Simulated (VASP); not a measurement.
Shape and ions are relaxed at each volume.

```
MgH2
1.0
    4.45825     0.00000     0.00000
    0.00000     4.45825     0.00000
    0.00000     0.00000     2.99568
Mg H
2 4
Direct
  0.00000   0.00000   0.00000
  0.50000   0.50000   0.50000
  0.30401   0.30401   0.00000
  0.80401   0.19599   0.50000
  0.19599   0.80401   0.50000
  0.69599   0.69599   0.00000
```

Level of theory: revTPSS meta-GGA, VASP's PBE PAW potentials (set 64) (plane waves; VASP). Run with 520 eV cut-off, 5×5×7 Γ-centred mesh, Gaussian smearing of 0.050 eV, potentials Mg H.

Give the energy at these volumes per atom, relative to the lowest: 9.32, 9.62, 9.91, 10.21, 10.51 Å³.

6.8, 1.7, 0.0, 1.3, 5.3 meV/atom. A third-order Birch-Murnaghan fit gives B0 = 53.5 GPa and B0′ = 3.7.

The compound is MgH2 in the rutile structure. It was relaxed first.
